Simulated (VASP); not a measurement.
Input for VASP

**INCAR**
```
SYSTEM = CdSe
PREC = Accurate; ENCUT = 400; LREAL = .FALSE.
LASPH = .TRUE.
EDIFF = 1E-7; NELM = 100; ALGO = Normal
LMAXMIX = 4
ISMEAR = -5
ISIF = 2
LWAVE = .FALSE.; LCHARG = .TRUE.; LORBIT = 11
NEDOS = 601
```

### KPOINTS
```
Automatic mesh
0
Gamma
9 9 9
0 0 0
```

File POSCAR:
```
CdSe
4.2507190
  0.0000000000   0.7071067113   0.7071067113
  0.7071067113   0.0000000000   0.7071067113
  0.7071067113   0.7071067113   0.0000000000
Cd Se
1 1
Cartesian
  0.0000000000   0.0000000000   0.0000000000
  0.3535533556   0.3535533556   0.3535533556
```

POTCAR, in this order: Cd Se (LDA.64 set). Program: vasp_std.

Translate this LDA calculation to Ansatz.

One equivalent input (not run):
Ansatz 0.2 input:
```yaml
crystal:
  lattice:
    - [0.0000000, 3.0057119, 3.0057119]
    - [3.0057119, 0.0000000, 3.0057119]
    - [3.0057119, 3.0057119, 0.0000000]
  atoms:
    - { symbol: Cd, position: [0.0000000, 0.0000000, 0.0000000] }
    - { symbol: Se, position: [0.2500000, 0.2500000, 0.2500000] }
kpoints:
  mp_grid: { grid: [9, 9, 9] }
hamiltonian:
  xc: lda
  pseudopotentials: { kind: paw }
scf:
  occupations: { method: tetrahedron }
  max_iter: 100
output: { forces: true, stress: true, eigenvalues: true }
```
What does not carry over: each code has its own PAW files, so the cut-off isn't converted (ENCUT is set for VASP's; basis.ecutwfc is left out, and Ansatz then takes the one that its files recommend); Ansatz stops its SCF on the density residual and VASP on the energy change (EDIFF); Ansatz's lda is the Perdew-Wang form, while the LDA potentials of VASP carry Perdew-Zunger's.

The compound is CdSe in the zinc blende structure, whereas wurtzite is the usual form. It was relaxed first.
